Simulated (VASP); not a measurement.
# MgH20Cl2O10 in VASP: further runs

Runs on MgH20Cl2O10. Level: PBE+D3(BJ). Tasks: single point.

Program: VASP 6.6.1. These are calculated values, not measurements. Logs are shortened: lines on timing, memory, paths and dates and some standing lists are left out, and cuts for length are marked.

### Step 1. Starting point

The cell holds a amorphous, 33 atoms: a = 7.153 Å, b = 7.153 Å, c = 7.153 Å, α = 90.00°, β = 90.00°, γ = 90.00°.

The cell was built by a generator and needn't be a form met in nature.

### Step 2. Single point, PBE+D3(BJ)

INCAR

```
PREC = Accurate
ENCUT = 520
EDIFF = 1E-7
ISMEAR = -1
SIGMA = 0.02
LREAL = Auto
LASPH = True
NELM = 100
ALGO = Fast
ISIF = 2
LWAVE = False
LCHARG = False
GGA = PE
IVDW = 12
NBANDS = 70
```

KPOINTS

```
regular mesh
0
Gamma
  1 1 1
```

POSCAR

```
MgH20Cl2O10
1.0
    7.1530900000      0.0000000000      0.0000000000
    0.0000000000      7.1530900000      0.0000000000
    0.0000000000      0.0000000000      7.1530900000
O H Mg Cl
10 20 1 2
Direct
    0.2526041193      0.2907974036      0.3351418757
    0.0780222254      0.9872796232      0.2526180993
    0.7542614451      0.0766661680      0.1007117204
    0.8344226062      0.6472307772      0.4026511619
    0.6339637835      0.3568527727      0.5286526522
    0.4158342758      0.8445720661      0.2618588610
    0.3140880375      0.5453726991      0.7340603851
    0.0886050644      0.7918535905      0.8610264934
    0.9281723004      0.0223120358      0.6085901338
    0.9017221928      0.3750127567      0.8008427127
    0.3126481003      0.3624867016      0.2361496920
    0.1960830914      0.1578199072      0.2986401681
   -0.0293020219      1.0027414726      0.1672983284
    0.1906868221      0.9058742446      0.2211072418
    0.7042131442      0.1973692488      0.1341238542
    0.6595611127      0.0320980164      0.0094225013
    0.7553938228      0.6406881502      0.2897628857
    0.9590959991      0.6117635875      0.3688056490
    0.6892545739      0.4778773928      0.4969320951
    0.7341442649      0.3196241065      0.6252123208
    0.5238435417      0.9256978453      0.2887842876
    0.4625553432      0.7163198003      0.2135720367
    0.3962762946      0.5703549096      0.8375960599
    0.2045130147      0.6237024838      0.7383242766
    0.1840463352      0.8871410817      0.8317803914
   -0.0104430393      0.8368691013      0.7808793123
    0.7961035021     -0.0038305124      0.6224442863
    0.9594734583     -0.0027260946      0.4748297589
    0.9306327755      0.2504651836      0.8359324432
    0.8609985335      0.4363988151      0.9209306747
    0.3792906282      0.3078389899      0.6069265171
    0.4220413835      0.0329927346      0.7937548668
    0.5708581886      0.4916476656      0.0934001949
```

Potentials or basis: VASP PAW PBE potentials, release 64 (O, H, Mg, Cl).

Launch:

```bash
$ cat potpaw_PBE.64/O/POTCAR potpaw_PBE.64/H/POTCAR potpaw_PBE.64/Mg/POTCAR potpaw_PBE.64/Cl/POTCAR > POTCAR
$ mpirun -np 1 vasp_gam > vasp.out
```

OUTCAR:

```text
PREC = Accurate
   ENCUT = 520
   EDIFF = 1E-7
   ISMEAR = -1
   LREAL = Auto
   LASPH = True
   NELM = 100
   ISIF = 2
   GGA = PE
   IVDW = 12
 IVDW          = 12

 ion  position               nearest neighbor table
   1  0.253  0.291  0.335-  11 0.97  12 1.07  31 2.15
   2  0.078  0.987  0.253-  13 0.99  14 1.02
   3  0.754  0.077  0.101-  15 0.96  16 0.99
   4  0.834  0.647  0.403-  18 0.96  17 0.99
   5  0.634  0.357  0.529-  19 0.98  20 1.03  31 1.94
   6  0.416  0.845  0.262-  21 0.99  22 1.04
   7  0.314  0.545  0.734-  23 0.96  24 0.96  31 1.98
   8  0.089  0.792  0.861-  26 0.97  25 0.99
   9  0.928  0.022  0.609-  27 0.97  28 1.00
  10  0.902  0.375  0.801-  29 0.95  30 1.01
  11  0.313  0.362  0.236-   1 0.97
  12  0.196  0.158  0.299-   1 1.07
  13  0.971  0.003  0.167-   2 0.99
  14  0.191  0.906  0.221-   2 1.02
  15  0.704  0.197  0.134-   3 0.96
  16  0.660  0.032  0.009-   3 0.99
[... 12 lines left out ...]
  29  0.931  0.250  0.836-  10 0.95
  30  0.861  0.436  0.921-  10 1.01
  31  0.379  0.308  0.607-   5 1.94   7 1.98   1 2.15  32 2.40
  32  0.422  0.033  0.794-  31 2.40
  33  0.571  0.492  0.093-

  LATTYP: Found a simple cubic cell.
 ALAT       =     7.1530900000

  Lattice vectors:

 A1 = (   7.1530900000,   0.0000000000,   0.0000000000)
 A2 = (   0.0000000000,   7.1530900000,   0.0000000000)
 A3 = (   0.0000000000,   0.0000000000,   7.1530900000)

Analysis of symmetry for initial positions (statically):
=====================================================================
 Subroutine PRICEL returns:
 Original cell was already a primitive cell.

 Routine SETGRP: Setting up the symmetry group for a
 simple cubic supercell.

 Subroutine GETGRP returns: Found  1 space group operations
 (whereof  1 operations were pure point group operations)
 out of a pool of 48 trial point group operations.

The static configuration has the point symmetry C_1 .

Analysis of symmetry for dynamics (positions and initial velocities):
=====================================================================
 Subroutine PRICEL returns:
 Original cell was already a primitive cell.

 Routine SETGRP: Setting up the symmetry group for a
 simple cubic supercell.

 Subroutine GETGRP returns: Found  1 space group operations
 (whereof  1 operations were pure point group operations)
 out of a pool of 48 trial point group operations.

The dynamic configuration has the point symmetry C_1 .

 Subroutine INISYM returns: Found  1 space group operations
 (whereof  1 operations are pure point group operations),
 and found     1 'primitive' translations

----------------------------------------------------------------------------------------

                                     Primitive cell

  volume of cell :     366.0000

  direct lattice vectors                    reciprocal lattice vectors
     7.153090000  0.000000000  0.000000000     0.139799723  0.000000000  0.000000000
     0.000000000  7.153090000  0.000000000     0.000000000  0.139799723  0.000000000
     0.000000000  0.000000000  7.153090000     0.000000000  0.000000000  0.139799723

  length of vectors
     7.153090000  7.153090000  7.153090000     0.139799723  0.139799723  0.139799723

  position of ions in fractional coordinates (direct lattice)
     0.252604119  0.290797404  0.335141876
     0.078022225  0.987279623  0.252618099
     0.754261445  0.076666168  0.100711720
     0.834422606  0.647230777  0.402651162
     0.633963784  0.356852773  0.528652652
     0.415834276  0.844572066  0.261858861
[... 25 lines left out ...]
     0.422041384  0.032992735  0.793754867
     0.570858189  0.491647666  0.093400195

  ion indices of the primitive-cell ions
   primitive index   ion index
                 1           1
                 2           2
                 3           3
                 4           4
                 5           5
                 6           6
[... 25 lines left out ...]
                32          32
                33          33

----------------------------------------------------------------------------------------

 KPOINTS: regular mesh

Automatic generation of k-mesh.
 Grid dimensions read from file:
 generate k-points for:    1    1    1

 Generating k-lattice:

  Cartesian coordinates                     Fractional coordinates (reciprocal lattice)
     0.139799723  0.000000000  0.000000000     1.000000000  0.000000000  0.000000000
     0.000000000  0.139799723  0.000000000     0.000000000  1.000000000  0.000000000
     0.000000000  0.000000000  0.139799723     0.000000000  0.000000000  1.000000000

  Length of vectors
     0.139799723  0.139799723  0.139799723

  Shift w.r.t. Gamma in fractional coordinates (k-lattice)
     0.000000000  0.000000000  0.000000000

 Subroutine IBZKPT returns following result:
 ===========================================

 Found      1 irreducible k-points:

 Following reciprocal coordinates:
            Coordinates               Weight
  0.000000  0.000000  0.000000      1.000000
   k-points           NKPTS =      1   k-points in BZ     NKDIM =      1   number of bands    NBANDS=     70
   number of dos      NEDOS =    301   number of ions     NIONS =     33
   total plane-waves  NPLWV = 157464
   dimension x,y,z NGX =    54 NGY =   54 NGZ =   54
   dimension x,y,z NGXF=   108 NGYF=  108 NGZF=  108
   ions per type =              10  20   1   2
   NGX,Y,Z   is equivalent  to a cutoff of  12.55, 12.55, 12.55 a.u.
   NGXF,Y,Z  is equivalent  to a cutoff of  25.10, 25.10, 25.10 a.u.
 SYSTEM =  unknown system
   PREC   = accura    normal or accurate (medium, high low for compatibility)
   ISTART =      0    job   : 0-new  1-cont  2-samecut
   ICHARG =      2    charge: 1-file 2-atom 10-const
   ISPIN  =      1    spin polarized calculation?
   LNONCOLLINEAR =      F non collinear calculations
   LSORBIT =      F    spin-orbit coupling
   LASPH  =      T    aspherical Exc in radial PAW
   ENCUT  =  520.0 eV  38.22 Ry    6.18 a.u.  13.30 13.30 13.30*2*pi/ulx,y,z
   NELM   =    100;   NELMIN=  2; NELMDL= -5     # of ELM steps
   EDIFF  = 0.1E-06   stopping-criterion for ELM
   LREAL  =      T    real-space projection
   EDIFFG = 0.1E-05   stopping-criterion for IOM
   NSW    =      0    number of steps for IOM
   IBRION =     -1    ionic relax: 0-MD 1-quasi-New 2-CG
   NFREE  =      0    steps in history (QN), initial steepest desc. (CG)
   ISIF   =      2    stress and relaxation
   ISYM   =      2    0-nonsym 1-usesym 2-fastsym
   POTIM  = 0.5000    time-step for ionic-motion
   TEBEG  =    0.0;   TEEND  =   0.0 temperature during run
   PSTRESS=    0.0 pullay stress
   NELECT =      96.0000    total number of electrons
   NUPDOWN=      -1.0000    fix difference up-down
   EMIN   =  10.00;   EMAX   =-10.00  energy-range for DOS
   EFERMI =   0.00;   METHOD = LEGACY
   ISMEAR =    -1;   SIGMA  =   0.02  broadening in eV -4-tet -1-fermi 0-gaus
   EFERMI_NEDOS =   21; number of points for ismear=-14 and -15
   IALGO  =     68    algorithm
   IMIX   =      4    mixing-type and parameters
     AMIX     =   0.40;   BMIX     =  1.00
     AMIX_MAG =   1.60;   BMIX_MAG =  1.00
  volume/ion in A,a.u.               =      11.09        74.85
  Fermi-wavevector in a.u.,A,eV,Ry     =   1.047944  1.980328 14.941746  1.098187
  Thomas-Fermi vector in A             =   2.182846
   LORBIT       =      0    0 simple, 1 ext, 2 COOP (PROOUT), +10 PAW based schemes
   GGA     = PE    functional components
   LHFCALC =     F    Hartree Fock is set to
   AEXX    =    0.0000 exact exchange contribution
   IVDW    =    12    specifies the selected vdW correction
   LEPSILON=     F    determine dielectric tensor
   LRPA    =     F    only Hartree local field effects (RPA)
 non-spin polarized calculation
 RMM-DIIS sequential band-by-band and
  energy-cutoff  :      520.00
  volume of cell :      366.00
 maximum number of plane-waves:      4898
 NGX is ok and might be reduce to    54
   NGX = 27   NGY = 27   NGZ = 27

 number of electron      96.0000013 magnetization

 Free energy of the ion-electron system (eV)
  ---------------------------------------------------
  ext. energy  EPLUGINS =         0.00000000
  ---------------------------------------------------
  free energy    TOTEN  =      -156.60705841 eV

  energy without entropy =     -156.60705841  energy(sigma->0) =     -156.60705841

 E-fermi :  -2.3257     XC(G=0):  -7.1368

 val. band max:       -2.8574071559   @ k =   0.0000   0.0000   0.0000
 cond. band min:       1.7610682094   @ k =   0.0000   0.0000   0.0000
 fundamental gap:      4.6184753652
 Fermi energy:        -2.3256798618

 k-point     1 :       0.0000    0.0000    0.0000
  band No.  band energies     occupation
      1     -22.0959      2.00000
      2     -21.9593      2.00000
      3     -21.7637      2.00000
      4     -21.5680      2.00000
      5     -21.4396      2.00000
      6     -21.3726      2.00000
[... 52 lines left out ...]
     59       6.3703      0.00000
     60       6.6280      0.00000
 [bands above 60 left out]

------------------------ aborting loop because EDIFF is reached ----------------------------------------

 Edisp (eV)   -1.56468

 E8    (eV) :    -0.3861

  FORCE on cell =-STRESS in cart. coord.  units (eV):
  Direction    XX          YY          ZZ          XY          YZ          ZX
  --------------------------------------------------------------------------------------
  -------------------------------------------------------------------------------------
  Total       0.34384     1.48242    -2.11661    -0.85603    -1.03640    -0.77115
  in kB       1.50516     6.48933    -9.26555    -3.74728    -4.53686    -3.37573
  external pressure =       -0.42 kB  Pullay stress =        0.00 kB

 VOLUME and BASIS-vectors are now :
 -----------------------------------------------------------------------------
  energy-cutoff  :      520.00
  volume of cell :      366.00
      direct lattice vectors                 reciprocal lattice vectors
     7.153090000  0.000000000  0.000000000     0.139799723  0.000000000  0.000000000
     0.000000000  7.153090000  0.000000000     0.000000000  0.139799723  0.000000000
     0.000000000  0.000000000  7.153090000     0.000000000  0.000000000  0.139799723

 POSITION                                       TOTAL-FORCE (eV/Angst)
 -----------------------------------------------------------------------------------
      1.80690      2.08010      2.39730        -0.230297     -0.765611      1.653382
      0.55810      7.06210      1.80700         1.044276     -0.012482      0.840952
      5.39530      0.54840      0.72040        -0.368546     -0.847317     -0.528075
      5.96870      4.62970      2.88020        -1.053794      0.407170      0.437601
      4.53480      2.55260      3.78150         1.148280     -1.038409      1.377781
      2.97450      6.04130      1.87310         0.363316     -1.032456     -0.122379
[... 25 lines left out ...]
      3.01890      0.23600      5.67780         0.328084      0.659977     -0.359930
      4.08340      3.51680      0.66810        -0.101248      0.041661     -0.240195
 -----------------------------------------------------------------------------------
    total drift:                                0.000268     -0.003663     -0.004052

  FREE ENERGIE OF THE ION-ELECTRON SYSTEM (eV)
  ---------------------------------------------------
  free  energy   TOTEN  =      -158.1717372020 eV

  energy  without entropy=     -158.1717372020  energy(sigma->0) =     -158.17173720
```

Run time: 1.7 min. Hardware: 1 thread of AMD EPYC, shared host; peak memory 0.34 GiB.

Results:

| Property | Result |
| --- | --- |
| Free energy | -158.1717 eV |
| Pressure | 0.0 GPa |
| Largest force | 2.680 eV/Å |
| Band gap on the k mesh | 4.62 eV, direct |
| Dispersion energy per atom | -0.047 eV |

Forces on the atoms (eV/Å):
```
O   -0.230 -0.766  1.653
O    1.044 -0.012  0.841
O   -0.369 -0.847 -0.528
O   -1.054  0.407  0.438
O    1.148 -1.038  1.378
O    0.363 -1.032 -0.122
O    0.968 -1.954 -1.558
O    0.146 -0.359  0.281
O   -0.022  0.128 -0.211
O   -0.496  1.648  0.670
H    0.307 -0.338 -0.397
H   -0.084  1.238 -0.405
H    0.238 -0.295 -0.401
H   -0.871  0.436 -0.141
H   -0.168  0.907  0.290
H    0.351  0.040  0.166
H    0.431 -0.143 -0.169
H    0.554 -0.239 -0.336
H    0.287  0.744 -0.634
H   -0.780  0.299 -0.497
H   -0.340 -0.533 -0.330
H   -0.192  1.548  0.392
H    0.355  0.371  0.928
H   -1.086  1.002  0.811
H    0.234  0.005  0.305
H   -0.604  0.237 -0.521
H   -0.317 -0.083 -0.200
H    0.074 -0.095  0.329
H    0.375 -1.405  0.314
H    0.110 -0.451 -1.186
Mg  -0.602 -0.118 -0.559
Cl   0.328  0.660 -0.360
Cl  -0.101  0.042 -0.240
```

Levels at points of the mesh, in eV from the valence-band top:
| k point | band 46 | band 47 | band 48 | band 49 | band 50 | band 51 |
| --- | --- | --- | --- | --- | --- | --- |
| (0.00, 0.00, 0.00) | -0.27 | -0.13 | 0.00 | 4.62 | 7.12 | 7.39 |

### Step 3. Single point, PBE+D3(BJ)

INCAR

```
SYSTEM = MgH20Cl2O10
  ALGO = Normal
  EDIFF = 1E-6
  ENCUT = 520
  GGA = PE
  ISIF = 2
  ISMEAR = -1
  IVDW = 12
  LASPH = .TRUE.
  LCHARG = .FALSE.
  LREAL = Auto
  LWAVE = .FALSE.
  NBANDS = 70
  NELM = 80
  PREC = Accurate
  SIGMA = 0.02
```

KPOINTS

```
k-points
0
G
  1 1 1
  0 0 0
```

POSCAR

```
MgH20Cl2O10
1.0
    7.1530900000      0.0000000000      0.0000000000
    0.0000000000      7.1530900000      0.0000000000
    0.0000000000      0.0000000000      7.1530900000
O H Mg Cl
10 20 1 2
Direct
    0.2697435654      0.3534835994      0.3688336090
    0.0569823671      1.0540339909      0.2846741758
    0.6909741105      0.0362640481      0.1048637722
    0.8333042084      0.6623710872      0.3613263639
    0.6857735608      0.3908660453      0.5338811618
    0.3885593499      0.8661851032      0.2757968934
    0.3163527930      0.5197054699      0.7768530803
    0.0776587461      0.7745603648      0.8902586155
    0.8798155762     -0.0302806200      0.6339358235
    0.9685884003      0.3123405409      0.7494523346
    0.3333524393      0.4117800839      0.2607963831
    0.1925461584      0.2479487886      0.3229653199
   -0.0561435687      1.0369085248      0.2050162937
    0.1412117001      0.9581034210      0.2389317064
    0.6706472308      0.1785382261      0.1037174144
    0.6371092772      0.0025024150     -0.0190686822
    0.7831860077      0.6658800602      0.2369046105
    0.9639750094      0.6243176026      0.3390562680
    0.7267488596      0.5024122442      0.4613670456
    0.7819837301      0.3873151323      0.6486147944
    0.4963029963      0.9559784653      0.2371562500
    0.3911596247      0.7582876771      0.1895684243
    0.4013510245      0.5483084933      0.8859947240
    0.2146624745      0.6116657277      0.7666477005
    0.1782446467      0.8550290853      0.9074120415
   -0.0073954053      0.8441666469      0.8072175801
    0.7587490162     -0.0848863918      0.5898569709
    0.9538814694     -0.0308817588      0.5164760963
    0.9074959213      0.1886177862      0.7480403574
    0.9938502102      0.3534835994      0.8800951757
    0.4152750769      0.3402445656      0.6028303852
    0.4271440734      0.0313850378      0.7538700058
    0.5568782163      0.4684129516      0.0956649504
```

Potentials or basis: VASP PAW PBE potentials, release 64 (O, H, Mg, Cl).

Launch:

```bash
$ cat potpaw_PBE.64/O/POTCAR potpaw_PBE.64/H/POTCAR potpaw_PBE.64/Mg/POTCAR potpaw_PBE.64/Cl/POTCAR > POTCAR
$ mpirun -np 1 vasp_gam > vasp.out
```

Run time: 96 s. Hardware: 1 thread of AMD EPYC, shared host; peak memory 0.33 GiB.

The run converged. Its results:

- Free energy: -158.5144 eV
- Pressure: -0.4 GPa
- Largest force: 2.840 eV/Å
- Band gap on the k mesh: 4.26 eV, direct
- Dispersion energy per atom: -0.047 eV

Forces on the atoms (eV/Å):
```
O   -0.327  0.241  0.312
O   -1.198  0.188 -0.320
O   -0.054  1.694 -0.214
O    1.431  0.288  0.327
O    0.127 -0.415  2.232
O    0.553  0.558 -0.572
O    0.512 -0.083 -0.123
O   -1.941 -1.853  0.020
O   -0.981 -0.708 -0.686
O   -0.014  0.804  1.026
H    0.419 -0.161 -0.215
H   -0.353 -0.323 -0.044
H    0.085  0.325  0.323
H    1.121 -0.352  0.150
H    0.061 -1.360  0.111
H    0.051  0.099  0.203
H   -0.760 -0.009 -0.931
H   -0.397  0.092  0.346
H    0.152  0.088 -0.196
H   -0.902 -0.113 -1.684
H   -1.147 -1.494  0.055
H    0.572  0.521  0.339
H   -0.463 -0.200 -0.266
H   -0.159  0.355  0.503
H    2.166  1.822  0.236
H   -0.229  0.122 -0.358
H    0.753  0.508  0.608
H    0.098  0.322  0.141
H    0.331 -0.389  0.035
H   -0.285 -0.499 -1.022
Mg   0.498 -0.780  0.077
Cl   0.109  0.502 -0.238
Cl   0.174  0.211 -0.175
```

Stress tensor (GPa, compression positive):
```
-0.68 -0.19 -0.26
-0.19 -0.09 -0.13
-0.26 -0.13 -0.41
```

Levels at points of the mesh, in eV from the valence-band top:
```
           k point  band 44  band 45  band 46  band 47  band 48  band 49  band 50  band 51  band 52  band 53
(0.00, 0.00, 0.00)    -0.54    -0.46    -0.29    -0.16     0.00     4.26     6.87     7.12     7.32     7.59
```

(Part 1 of 2 ends here.)
